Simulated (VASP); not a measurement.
# Ta4NiO11 (Cmmm) in VASP: reference runs

Reference runs on Ta4NiO11: the cell as given, then over a range of volumes.

Everything below comes from runs of VASP 6.6.1. Logs are shortened: lines on timing, memory, paths and dates and some standing lists are left out, and cuts for length are marked.

### Step 1. The structure

The structure is orthorhombic, space group Cmmm (No. 65). Conventional cell: a = 3.910 Å, b = 29.659 Å, c = 3.886 Å, α = 90.00°, β = 90.00°, γ = 90.00°. Ta (site symmetry m2m) has 5 O at 1.91 to 2.02 Å as nearest neighbours. Ta (site symmetry m2m) has 5 O at 1.91 to 1.99 Å as nearest neighbours. Ni (site symmetry mmm) is surrounded by 4 O at 1.88 to 1.95 Å. Around O (site symmetry m2m) lie 2 Ta at 1.91 Å. Around O (site symmetry m2m) lie 3 Ta at 2.02 to 2.21 Å. O (site symmetry m2m) has 1 Ni at 1.88 Å and 2 Ta at 1.99 Å as nearest neighbours. O (site symmetry mmm) is surrounded by 2 Ni at 1.95 Å and 2 Ta at 2.24 Å. O (site symmetry m2m) is surrounded by 2 Ta at 1.95 Å.

The cell was built by a generator and needn't be a form met in nature.

### Step 2. Single point, PBE, collinear spin, ferromagnetic start

File INCAR:

```
PREC = Accurate
ENCUT = 520
EDIFF = 1E-7
ISMEAR = -1
SIGMA = 0.05
LREAL = F
LASPH = T
NELM = 100
ALGO = Normal
ISIF = 2
LWAVE = F
LCHARG = F
ISPIN = 2
MAGMOM = 0 0 0 0 1 0 0 0 0 0 0 0 0 0 0 0
LORBIT = 11
LMAXMIX = 4
GGA = PE
NBANDS = 78
KPAR = 4
```

File KPOINTS:

```
Automatic mesh
0
Gamma
  7 7 7
```

File POSCAR:

```
Ta4NiO11
1.0
    1.9549500000    -14.8297300000      0.0000000000
    1.9549500000     14.8297300000      0.0000000000
    0.0000000000      0.0000000000      3.8859000000
Ta Ni O
4 1 11
Direct
    0.2043700000      0.7956300000      0.0000000000
    0.9245100000      0.0754900000      0.0000000000
    0.0754900000      0.9245100000      0.0000000000
    0.7956300000      0.2043700000      0.0000000000
    0.5000000000      0.5000000000      0.0000000000
    0.1398700000      0.8601300000      0.0000000000
    0.7210700000      0.2789300000      0.0000000000
    0.4364500000      0.5635500000      0.0000000000
    0.5635500000      0.4364500000      0.0000000000
    0.0000000000      0.0000000000      0.0000000000
    0.8601300000      0.1398700000      0.0000000000
    0.2789300000      0.7210700000      0.0000000000
    0.9279000000      0.0721000000      0.5000000000
    0.0721000000      0.9279000000      0.5000000000
    0.7943600000      0.2056400000      0.5000000000
    0.2056400000      0.7943600000      0.5000000000
```

Potentials or basis: VASP PAW PBE potentials, release 64 (Ta_pv, Ni, O).

The run is started by

```sh
cat potpaw_PBE.64/Ta_pv/POTCAR potpaw_PBE.64/Ni/POTCAR potpaw_PBE.64/O/POTCAR > POTCAR
mpirun -np 4 vasp_std > vasp.out
```

OUTCAR:

```text
PREC = Accurate
   ENCUT = 520
   EDIFF = 1E-7
   ISMEAR = -1
   LREAL = F
   LASPH = T
   NELM = 100
   ISIF = 2
   ISPIN = 2
   LORBIT = 11
   GGA = PE

 ion  position               nearest neighbor table
   1  0.204  0.796  0.000-   6 1.91  16 1.94  16 1.94   7 2.02   7 2.02  12 2.21   4 3.34   4 3.34

   2  0.925  0.075  0.000-  11 1.91  13 1.95  13 1.95   8 1.99   8 1.99  10 2.24   5 2.97   5 2.97

   3  0.075  0.925  0.000-   6 1.91  14 1.95  14 1.95   9 1.99   9 1.99  10 2.24   5 2.97   5 2.97
[... 5 lines left out ...]
   6  0.140  0.860  0.000-   3 1.91   1 1.91
   7  0.721  0.279  0.000-   1 2.02   1 2.02   4 2.21
   8  0.436  0.564  0.000-   5 1.88   2 1.99   2 1.99
   9  0.564  0.436  0.000-   5 1.88   3 1.99   3 1.99
  10  0.000  0.000  0.000-   5 1.95   5 1.95   2 2.24   3 2.24
  11  0.860  0.140  0.000-   2 1.91   4 1.91
  12  0.279  0.721  0.000-   4 2.02   4 2.02   1 2.21
  13  0.928  0.072  0.500-   2 1.95   2 1.95
  14  0.072  0.928  0.500-   3 1.95   3 1.95
  15  0.794  0.206  0.500-   4 1.94   4 1.94
  16  0.206  0.794  0.500-   1 1.94   1 1.94

  LATTYP: Found a base centered orthorhombic cell.
 ALAT       =     3.9099000000
 B/A-ratio  =     7.5857336505
 C/A-ratio  =     0.9938617356

  Lattice vectors:

 A1 = (   1.9549500000, -14.8297300000,   0.0000000000)
 A2 = (   1.9549500000,  14.8297300000,   0.0000000000)
 A3 = (   0.0000000000,   0.0000000000,   3.8859000000)

Analysis of symmetry for initial positions (statically):
=====================================================================
 Subroutine PRICEL returns:
 Original cell was already a primitive cell.

 Routine SETGRP: Setting up the symmetry group for a
 base centered orthorhombic supercell.

 Subroutine GETGRP returns: Found  8 space group operations
 (whereof  8 operations were pure point group operations)
 out of a pool of  8 trial point group operations.

The static configuration has the point symmetry D_2h.

Analysis of symmetry for dynamics (positions and initial velocities):
=====================================================================
 Subroutine PRICEL returns:
 Original cell was already a primitive cell.

 Routine SETGRP: Setting up the symmetry group for a
 base centered orthorhombic supercell.

 Subroutine GETGRP returns: Found  8 space group operations
 (whereof  8 operations were pure point group operations)
 out of a pool of  8 trial point group operations.

[... 184 lines left out ...]
  ---------------------------------------------------
  ext. energy  EPLUGINS =         0.00000000
  ---------------------------------------------------
  free energy    TOTEN  =      -147.91287797 eV

  energy without entropy =     -147.89968789  energy(sigma->0) =     -147.90628293

 E-fermi :   2.0208     XC(G=0):  -9.7890

 val. band max:        2.0195330020   @ k =   0.1429   0.1429   0.2857
 cond. band min:       2.3098751555   @ k =   0.2857   0.1429   0.0000
 fundamental gap:      0.2903421534
 Fermi energy:         2.0207509848

 spin component 1

 k-point     1 :       0.0000    0.0000    0.0000
  band No.  band energies     occupation
      1     -33.7512      1.00000
      2     -33.6200      1.00000
      3     -33.6103      1.00000
      4     -33.5676      1.00000
      5     -33.5501      1.00000
      6     -33.5382      1.00000
[... 1789 lines left out ...]
     71       5.6594      0.00000
     72       5.6949      0.00000

 [... further k-points ...]

 spin component 2

 k-point     1 :       0.0000    0.0000    0.0000
  band No.  band energies     occupation
      1     -33.7511      1.00000
      2     -33.6195      1.00000
      3     -33.6103      1.00000
      4     -33.5665      1.00000
      5     -33.5501      1.00000
      6     -33.5372      1.00000
[... 1789 lines left out ...]
     71       5.6559      0.00000
     72       5.6903      0.00000

 [... further k-points ...]

 [bands above 72 left out]

------------------------ aborting loop because EDIFF is reached ----------------------------------------

  FORCE on cell =-STRESS in cart. coord.  units (eV):
  Direction    XX          YY          ZZ          XY          YZ          ZX
  --------------------------------------------------------------------------------------
  -------------------------------------------------------------------------------------
  Total        0.9023635      1.1619738      1.2056135     -0.0000000      0.0000000      0.0000000
  in kB        6.4165504      8.2625939      8.5729081     -0.0000000      0.0000000      0.0000000
  external PRESSURE =       7.7506841 kB  Pullay stress =       0.0000000 kB

 VOLUME and BASIS-vectors are now :
 -----------------------------------------------------------------------------
  energy-cutoff  :      520.00
  volume of cell :      225.32
      direct lattice vectors                 reciprocal lattice vectors
     1.954950000-14.829730000  0.000000000     0.255761017 -0.033716056  0.000000000
     1.954950000 14.829730000  0.000000000     0.255761017  0.033716056  0.000000000
     0.000000000  0.000000000  3.885900000     0.000000000  0.000000000  0.257340642

 POSITION                                       TOTAL-FORCE (eV/Angst)
 -----------------------------------------------------------------------------------
      1.95495      8.76823      0.00000         0.000000     -0.041666      0.000000
      1.95495    -12.59074      0.00000         0.000000     -0.046545      0.000000
      1.95495     12.59074      0.00000         0.000000      0.046545     -0.000000
      1.95495     -8.76823      0.00000         0.000000      0.041666      0.000000
      1.95495      0.00000      0.00000         0.000000     -0.000000      0.000000
      1.95495     10.68126      0.00000         0.000000     -0.010152      0.000000
[... 8 lines left out ...]
      1.95495     -8.73056      1.94295         0.000000      0.001195      0.000000
      1.95495      8.73056      1.94295         0.000000     -0.001195     -0.000000
 -----------------------------------------------------------------------------------
    total drift:                               -0.000000      0.000000      0.000000

  FREE ENERGIE OF THE ION-ELECTRON SYSTEM (eV)
  ---------------------------------------------------
  free  energy   TOTEN  =      -147.9128779709 eV

  energy  without entropy=     -147.8996878922  energy(sigma->0) =     -147.90628293

 total charge

# of ion       s       p       d       tot
------------------------------------------
    1        0.344   6.338   2.062   8.744
    2        0.350   6.348   2.076   8.774
    3        0.350   6.348   2.076   8.774
    4        0.344   6.338   2.062   8.744
    5        0.393   0.473   8.337   9.204
    6        1.569   3.528   0.000   5.097
[... 8 lines left out ...]
   15        1.571   3.513   0.000   5.084
   16        1.571   3.513   0.000   5.084
--------------------------------------------------
tot         19.002  64.551  16.613 100.166

 magnetization (x)

# of ion       s       p       d       tot
------------------------------------------
    1        0.000   0.000   0.000   0.000
    2        0.000   0.000   0.003   0.003
    3        0.000   0.000   0.003   0.003
    4        0.000   0.000   0.000   0.000
    5       -0.014  -0.004  -0.697  -0.715
    6        0.000   0.000   0.000   0.000
[... 8 lines left out ...]
   15       -0.000  -0.000   0.000  -0.000
   16       -0.000  -0.000   0.000  -0.000
--------------------------------------------------
tot         -0.026  -0.105  -0.692  -0.823
```

OSZICAR:

```text
N       E                     dE             d eps       ncg     rms          rms(c)
DAV:   1     0.127158481715E+04    0.12716E+04   -0.62441E+04 19968   0.156E+03
[... 29 lines left out ...]
DAV:  31    -0.147912882757E+03    0.62912E-05   -0.81856E-06 28360   0.259E-02    0.178E-02
DAV:  32    -0.147912882358E+03    0.39900E-06   -0.38631E-06 26776   0.174E-02    0.192E-02
DAV:  33    -0.147912879723E+03    0.26351E-05   -0.31988E-06 27222   0.123E-02    0.981E-03
DAV:  34    -0.147912878714E+03    0.10094E-05   -0.15055E-06 26658   0.777E-03    0.569E-03
DAV:  35    -0.147912878224E+03    0.49002E-06   -0.30911E-07 17928   0.626E-03    0.317E-03
DAV:  36    -0.147912878048E+03    0.17591E-06   -0.41863E-07 21576   0.485E-03    0.136E-03
DAV:  37    -0.147912877971E+03    0.77143E-07   -0.12330E-07 16024   0.432E-03
   1 F= -.14791288E+03 E0= -.14790628E+03  d E =-.131901E-01  mag=    -0.8533
```

stdout:

```text
POSCAR found type information on POSCAR TaNiO
 POSCAR found :  3 types and      16 ions
 scaLAPACK will be used
 LDA part: xc-table for (Slater+PW92), standard interpolation
 POSCAR, INCAR and KPOINTS ok, starting setup
 FFT: planning ... GRIDC
 FFT: planning ... GRID_SOFT
 FFT: planning ... GRID
 WAVECAR not read
 entering main loop
```

Wall time 82 min (4 MPI ranks of Intel Xeon Platinum 8488C (Sapphire Rapids), shared host); peak memory 2.1 GiB.

What came out:

| Property | Result |
| --- | --- |
| Free energy | -147.9129 eV |
| Pressure | 0.8 GPa |
| Largest force | 0.081 eV/Å |
| Band gap on the k mesh | none (metal or under the smearing width) |
| Net moment | -0.85 μB per cell |
| Site moments | Ta +0.00; Ni -0.71; O +0.00, -0.01, -0.09, -0.00 μB |
| Valence electrons inside the program's atomic spheres | Ta 8.74, 8.77; Ni 9.20; O 5.10, 5.11, 5.00, 5.08 |

Forces on the atoms (eV/Å):
```
Ta   0.000 -0.042  0.000
Ta   0.000 -0.047  0.000
Ta   0.000  0.047  0.000
Ta   0.000  0.042  0.000
Ni   0.000  0.000  0.000
O    0.000 -0.010  0.000
O    0.000  0.000  0.000
O    0.000  0.081  0.000
O    0.000 -0.081  0.000
O    0.000  0.000  0.000
O    0.000  0.010  0.000
O    0.000  0.000  0.000
O    0.000 -0.010  0.000
O    0.000  0.010  0.000
O    0.000  0.001  0.000
O    0.000 -0.001  0.000
```

Caveat: a cell with one magnetic atom can't hold antiferromagnetic order, which such compounds often take; semilocal functionals often make such compounds metallic where correlation or magnetic order opens a gap, which also shifts bond lengths.

### Step 3. Equation of state, PBE, collinear spin, ferromagnetic start, 13.24 Å³/atom (volume scaled by 0.94)

INCAR is that of step 2.

KPOINTS is that of step 2.

Changes to POSCAR since step 2:

```diff
@@ -2,5 +2,5 @@
 1.0
-    1.9549500000    -14.8297300000      0.0000000000
-    1.9549500000     14.8297300000      0.0000000000
-    0.0000000000      0.0000000000      3.8859000000
+    1.9150418632    -14.5269975040      0.0000000000
+    1.9150418632     14.5269975040      0.0000000000
+    0.0000000000      0.0000000000      3.8065736599
 Ta Ni O
```

Potentials or basis: VASP PAW PBE potentials, release 64 (Ta_pv, Ni, O).

The run is started by

```sh
cat potpaw_PBE.64/Ta_pv/POTCAR potpaw_PBE.64/Ni/POTCAR potpaw_PBE.64/O/POTCAR > POTCAR
mpirun -np 4 vasp_std > vasp.out
```

OUTCAR:

```text
PREC = Accurate
   ENCUT = 520
   EDIFF = 1E-7
   ISMEAR = -1
   LREAL = F
   LASPH = T
   NELM = 100
   ISIF = 2
   ISPIN = 2
   LORBIT = 11
   GGA = PE

 Found     64 irreducible k-points:

 Following reciprocal coordinates:
            Coordinates               Weight
  0.000000  0.000000  0.000000      1.000000
  0.142857  0.000000  0.000000      4.000000
  0.285714  0.000000  0.000000      4.000000
  0.428571  0.000000  0.000000      4.000000
  0.142857  0.142857  0.000000      2.000000
  0.285714  0.142857  0.000000      4.000000
   k-points           NKPTS =     64   k-points in BZ     NKDIM =     64   number of bands    NBANDS=     78
   number of dos      NEDOS =    301   number of ions     NIONS =     16
   total plane-waves  NPLWV = 351232
   dimension x,y,z NGX =   112 NGY =  112 NGZ =   28
   dimension x,y,z NGXF=   224 NGYF=  224 NGZF=   56
   ions per type =               4   1  11
[... 986 lines left out ...]
  Total       19.0123456     19.6080337     22.6480723      0.0000000      0.0000000      0.0000000
  in kB      143.8228579    148.3290650    171.3260718      0.0000000      0.0000000      0.0000000
  external PRESSURE =     154.4926649 kB  Pullay stress =       0.0000000 kB

 VOLUME and BASIS-vectors are now :
 -----------------------------------------------------------------------------
  energy-cutoff  :      520.00
  volume of cell :      211.80
      direct lattice vectors                 reciprocal lattice vectors
     1.915041863-14.526997504  0.000000000     0.261090898 -0.034418675  0.000000000
     1.915041863 14.526997504  0.000000000     0.261090898  0.034418675  0.000000000
     0.000000000  0.000000000  3.806573660     0.000000000  0.000000000  0.262703441

 POSITION                                       TOTAL-FORCE (eV/Angst)
 -----------------------------------------------------------------------------------
      1.91504      8.58923      0.00000         0.000000     -0.235036     -0.000000
      1.91504    -12.33371      0.00000         0.000000     -0.365827     -0.000000
      1.91504     12.33371      0.00000         0.000000      0.365827      0.000000
      1.91504     -8.58923      0.00000         0.000000      0.235036     -0.000000
      1.91504      0.00000      0.00000         0.000000     -0.000000     -0.000000
      1.91504     10.46322      0.00000         0.000000     -0.032398     -0.000000
[... 8 lines left out ...]
      1.91504     -8.55233      1.90329         0.000000      0.061539     -0.000000
      1.91504      8.55233      1.90329         0.000000     -0.061539      0.000000
 -----------------------------------------------------------------------------------
    total drift:                               -0.000000      0.000000      0.000000

  FREE ENERGIE OF THE ION-ELECTRON SYSTEM (eV)
  ---------------------------------------------------
  free  energy   TOTEN  =      -147.1987490477 eV

  energy  without entropy=     -147.1740632466  energy(sigma->0) =     -147.18640615

 total charge

# of ion       s       p       d       tot
------------------------------------------
    1        0.368   6.389   2.165   8.922
    2        0.375   6.401   2.182   8.957
    3        0.375   6.401   2.182   8.957
    4        0.368   6.389   2.165   8.922
    5        0.419   0.527   8.403   9.349
    6        1.574   3.566   0.000   5.141
[... 8 lines left out ...]
   15        1.577   3.551   0.000   5.128
   16        1.577   3.551   0.000   5.128
--------------------------------------------------
tot         19.173  65.236  17.096 101.505

 magnetization (x)

# of ion       s       p       d       tot
------------------------------------------
    1        0.000   0.000   0.000   0.000
    2       -0.000   0.000   0.000   0.000
    3       -0.000   0.000   0.000   0.000
    4        0.000   0.000   0.000   0.000
    5        0.000  -0.000   0.000   0.000
    6       -0.000   0.000   0.000   0.000
[... 8 lines left out ...]
   15       -0.000   0.000   0.000  -0.000
   16       -0.000   0.000   0.000  -0.000
--------------------------------------------------
tot          0.000  -0.000   0.000   0.000
```

Run time: 67 min. Hardware: 4 MPI ranks of Intel Xeon Platinum 8488C (Sapphire Rapids), shared host; peak memory 2 GiB.

What came out:

| Item | Value |
| --- | --- |
| Free energy | -147.1987 eV |
| Pressure | 15.4 GPa |
| Largest force | 0.366 eV/Å |
| Band gap on the k mesh | none (metal or under the smearing width) |
| Net moment | 0.00 μB per cell |
| Valence electrons inside the program's atomic spheres | Ta 8.92, 8.96; Ni 9.35; O 5.14, 5.15, 5.03, 5.13 |

Caveat: semilocal functionals often make such compounds metallic where correlation or magnetic order opens a gap, which also shifts bond lengths.
